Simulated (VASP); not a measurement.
Level of theory: LDA (Ceperley-Alder, Perdew-Zunger), VASP's LDA PAW potentials (set 64) (plane waves; VASP).

VASP ran on this input.

### POSCAR
```
BaTiO3
1.0
  3.9497327172   0.0000000000   0.0000000000
  0.0000000000   3.9497327172   0.0000000000
  0.0000000000   0.0000000000   3.9497327172
Ba Ti O
1 1 3
Cart
  0.0000000000   0.0000000000   0.0000000000
  1.9748663586   1.9748663586   1.9748663586
  1.9748663586   0.0000000000   1.9748663586
  0.0000000000   1.9748663586   1.9748663586
  1.9748663586   1.9748663586   0.0000000000
```

KPOINTS:
```
Automatic mesh
0
Gamma
6 6 6
0 0 0
```

**INCAR**
```
SYSTEM  =  BaTiO3
PREC  =  Accurate; ENCUT  =  620; LREAL  =  .False.
LASPH  =  .True.
EDIFF  =  1E-6; NELM  =  100; ALGO  =  Normal
LMAXMIX  =  4
ISMEAR  =  0; SIGMA  =  0.05
IBRION  =  2; NSW  =  40; ISIF  =  3
EDIFFG  =  -0.02; PSTRESS  =  50
LWAVE  =  .False.; LCHARG  =  .False.
```

POTCAR, in this order: Ba_sv Ti_sv O (LDA.64 set). Program: vasp_std.

Output of the run:

OSZICAR:
```
       N       E                     dE             d eps       ncg     rms          rms(c)
DAV:   1     0.494792251888E+03    0.49479E+03   -0.23694E+04   960   0.207E+03
DAV:   2     0.135335103241E+01   -0.49344E+03   -0.48636E+03  1144   0.532E+02
DAV:   3    -0.523318743406E+02   -0.53685E+02   -0.51985E+02  1416   0.158E+02
DAV:   4    -0.546461316474E+02   -0.23143E+01   -0.23132E+01  1368   0.304E+01
DAV:   5    -0.547189138402E+02   -0.72782E-01   -0.72779E-01  1368   0.416E+00    0.240E+01
DAV:   6    -0.444210669510E+02    0.10298E+02   -0.71410E+01  1424   0.783E+01    0.105E+01
DAV:   7    -0.443385576066E+02    0.82509E-01   -0.10897E+01  1192   0.247E+01    0.672E+00
DAV:   8    -0.441797789774E+02    0.15878E+00   -0.13474E+00  1280   0.115E+01    0.232E+00
DAV:   9    -0.441742088471E+02    0.55701E-02   -0.20675E-01  1152   0.357E+00    0.944E-01
DAV:  10    -0.441694351996E+02    0.47736E-02   -0.96054E-02  1304   0.249E+00    0.612E-01
DAV:  11    -0.441652292117E+02    0.42060E-02   -0.42484E-02  1376   0.145E+00    0.189E-01
DAV:  12    -0.441647167449E+02    0.51247E-03   -0.26868E-03  1136   0.484E-01    0.512E-02
DAV:  13    -0.441647478520E+02   -0.31107E-04   -0.13675E-03  1392   0.289E-01    0.708E-02
DAV:  14    -0.441646701580E+02    0.77694E-04   -0.44811E-04  1240   0.146E-01    0.173E-02
DAV:  15    -0.441646699463E+02    0.21169E-06   -0.17169E-05  1192   0.370E-02    0.654E-03
DAV:  16    -0.441646694740E+02    0.47236E-06   -0.17618E-06   760   0.900E-03
   1 F= -.42241744E+02 E0= -.42241744E+02  d E =-.422417E+02
       N       E                     dE             d eps       ncg     rms          rms(c)
DAV:   1    -0.448721171817E+02   -0.70745E+00   -0.24859E+01  1128   0.507E+01    0.796E+00
DAV:   2    -0.441395453199E+02    0.73257E+00   -0.26706E+00  1152   0.153E+01    0.279E+00
DAV:   3    -0.440236288011E+02    0.11592E+00   -0.69737E-01  1312   0.617E+00    0.561E-01
DAV:   4    -0.440305233507E+02   -0.68945E-02   -0.12139E-01  1272   0.212E+00    0.355E-01
DAV:   5    -0.440341406540E+02   -0.36173E-02   -0.12261E-02  1088   0.667E-01    0.270E-01
DAV:   6    -0.440386454266E+02   -0.45048E-02   -0.83515E-03  1384   0.458E-01    0.203E-01
DAV:   7    -0.440393621242E+02   -0.71670E-03   -0.27938E-03  1424   0.421E-01    0.359E-02
DAV:   8    -0.440393566009E+02    0.55233E-05   -0.23153E-04  1224   0.101E-01    0.199E-02
DAV:   9    -0.440393609857E+02   -0.43848E-05   -0.25697E-05  1088   0.505E-02    0.966E-03
DAV:  10    -0.440393605749E+02    0.41087E-06   -0.42470E-06  1192   0.156E-02
   2 F= -.42222310E+02 E0= -.42222310E+02  d E =0.194333E-01
       N       E                     dE             d eps       ncg     rms          rms(c)
DAV:   1    -0.444083033063E+02   -0.36894E+00   -0.80225E+00  1136   0.297E+01    0.451E+00
DAV:   2    -0.441757067678E+02    0.23260E+00   -0.92322E-01  1128   0.929E+00    0.157E+00
DAV:   3    -0.441398425288E+02    0.35864E-01   -0.25919E-01  1144   0.318E+00    0.437E-01
DAV:   4    -0.441388165958E+02    0.10259E-02   -0.47234E-02  1400   0.132E+00    0.313E-01
DAV:   5    -0.441402011402E+02   -0.13845E-02   -0.43627E-03  1424   0.549E-01    0.208E-01
DAV:   6    -0.441418961029E+02   -0.16950E-02   -0.37370E-03  1400   0.318E-01    0.135E-01
DAV:   7    -0.441423971677E+02   -0.50106E-03   -0.94545E-04  1520   0.185E-01    0.402E-02
DAV:   8    -0.441424238473E+02   -0.26680E-04   -0.88390E-05  1232   0.639E-02    0.135E-02
DAV:   9    -0.441424263027E+02   -0.24555E-05   -0.95845E-06  1256   0.193E-02    0.295E-03
DAV:  10    -0.441424263140E+02   -0.11277E-07   -0.60407E-07   600   0.548E-03
   3 F= -.42265495E+02 E0= -.42265495E+02  d E =-.237513E-01
```

OUTCAR:
```
------------------------ aborting loop because EDIFF is reached ----------------------------------------
  FORCE on cell =-STRESS in cart. coord.  units (eV):
  Direction    XX          YY          ZZ          XY          YZ          ZX
  --------------------------------------------------------------------------------------
  Total        1.8592109      1.8592109      1.8592109      0.0000000      0.0000000      0.0000000
  in kB       49.5279391     49.5279391     49.5279391      0.0000000      0.0000000      0.0000000
  external PRESSURE =      -0.4720609 kB  Pullay stress =      50.0000000 kB
  volume of cell :       60.14
      direct lattice vectors                 reciprocal lattice vectors
     3.917987004  0.000000000  0.000000000     0.255233108  0.000000000  0.000000000
    -0.000000000  3.917987004 -0.000000000    -0.000000000  0.255233108 -0.000000000
    -0.000000000  0.000000000  3.917987004    -0.000000000  0.000000000  0.255233108
 POSITION                                       TOTAL-FORCE (eV/Angst)
 -----------------------------------------------------------------------------------
      0.00000      0.00000      0.00000        -0.000000     -0.000000      0.000000
      1.95899      1.95899      1.95899         0.000000      0.000000      0.000000
      1.95899      0.00000      1.95899        -0.000000      0.000000      0.000000
     -0.00000      1.95899      1.95899         0.000000      0.000000      0.000000
      1.95899      1.95899      0.00000        -0.000000     -0.000000      0.000000
 -----------------------------------------------------------------------------------
    total drift:                                0.000000     -0.000000     -0.000000
  FREE ENERGIE OF THE ION-ELECTRON SYSTEM (eV)
  ---------------------------------------------------
  free  energy   TOTEN  =       -44.1424263140 eV

  energy  without entropy=      -44.1424263140  energy(sigma->0) =      -44.14242631
  enthalpy is  TOTEN    =       -42.2654949336 eV   P V=        1.8769313804

 reached required accuracy - stopping structural energy minimisation
```
(Selected blocks of OUTCAR.)

File CONTCAR:
```
BaTiO3
   1.00000000000000
     3.9179870042581144    0.0000000000000000    0.0000000000000000
    -0.0000000000000000    3.9179870042581144   -0.0000000000000000
    -0.0000000000000000    0.0000000000000000    3.9179870042581144
  Ba              Ti              O
     1     1     3
Direct
     0.0000000000000000    0.0000000000000000    0.0000000000000000
     0.5000000000000000    0.5000000000000000    0.5000000000000000
     0.5000000000000000    0.0000000000000000    0.5000000000000000
     0.0000000000000000    0.5000000000000000    0.5000000000000000
     0.5000000000000000    0.5000000000000000    0.0000000000000000
```

Energy and stress use the plane-wave basis of the starting cell.

The compound is BaTiO3 in the cubic perovskite structure, the ideal cubic form; the compound distorts at low or room temperature. This run relaxes it under an external pressure of 5 GPa. Symmetry was kept, so distortions that lower it aren't found.
